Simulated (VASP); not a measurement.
Data:

```xyz
1
Lattice="0.0000 2.0950 2.0950 2.0950 0.0000 2.0950 2.0950 2.0950 0.0000" Properties=species:S:1:pos:R:3 pbc="T T T"
Ag     2.0950     2.0950     0.0000
```

Computed with revPBE GGA, VASP's PBE PAW potentials (set 64) (plane waves; VASP 6.6.1). Numerical set-up: 520 eV cut-off, Gaussian smearing of 0.050 eV, potentials Ag.

**Question.** Predict the band gap (along the path) with the smallest direct gap where there is one.

**Answer.** 
```
Property                                                      Value
-------------------------  ----------------------------------------
band gap (along the path)  none (metal, semimetal or under 0.01 eV)
```

Total energies compare only between runs with the same potentials, cut-off and functional.

The compound is Ag in the fcc structure. It was relaxed first, which changed the volume by +8 %.
